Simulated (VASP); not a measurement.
Wanted: the native input for a VASP 6.6.1 run.

```yaml
Task: single point
Functional: r2SCAN
Potentials_or_basis: VASP PAW PBE potentials, release 64 (Dy, O)
Cutoff: 520 eV
k_mesh: 6 × 6 × 6
Occupations: gaussian, width 0.05 eV
Spin: collinear spin, ferromagnetic start
Starting_moments: "[5.0, 0.0] μB"
Hubbard_terms: Dy f U = 3 eV
Further_INCAR_settings: ALGO = Normal; EDIFF = 1e-06; NBANDS = 24
```

The structure of DyO lies in POSCAR:

```
DyO
1.0
    0.0000000000      2.5261071900      2.5261071900
    2.5261071900      0.0000000000      2.5261071900
    2.5261071900      2.5261071900      0.0000000000
Dy O
1 1
Direct
    0.0000000000      0.0000000000      0.0000000000
    0.2500000000      0.2500000000      0.2500000000
```

The cell comes from a database or a generator and needn't be the stable form of this composition.

One way to write it, as run:

INCAR

```
ALGO = Normal ; EDIFF = 1E-6
ENCUT = 520 ; ISIF = 2
ISMEAR = 0 ; ISPIN = 2
LASPH = True ; LCHARG = False
LDAU = True ; LDAUJ = 0 0
LDAUL = 3 -1 ; LDAUPRINT = 1
LDAUTYPE = 2 ; LDAUU = 3 0
LMAXMIX = 6 ; LMIXTAU = True
LORBIT = 11 ; LREAL = False
LWAVE = False ; MAGMOM = 5 0
METAGGA = R2SCAN ; NBANDS = 24
NELM = 120 ; PREC = Accurate
SIGMA = 0.05
```

KPOINTS

```
k-points
0
Gamma
  6 6 6
```

Potentials or basis: VASP PAW PBE potentials, release 64 (Dy, O).

Launch:

```console
$ cat potpaw_PBE.64/Dy/POTCAR potpaw_PBE.64/O/POTCAR > POTCAR
$ mpirun -np 1 vasp_std > vasp.out
```

Results of the run:

The pressure is 17.5 GPa, the band gap on the k mesh is none (metal or under the smearing width) and the net moment is 5.38 μB per cell. The site moments are Dy +4.90; O -0.01 μB and the valence electrons inside the program's atomic spheres are Dy 17.89; O 5.11.

Caveat: the magnetic or orbital state may not be the lowest; the PAW data sets were made with another functional, which shifts forces and pressure a little; spin-orbit coupling is left out, which moves the levels of the heavy elements.

Run time: 18 min on 1 thread of Intel(R) Xeon(R) Platinum 8375C CPU @ 2.90GHz (Ice Lake) (shared host), peak memory 0.23 GiB.
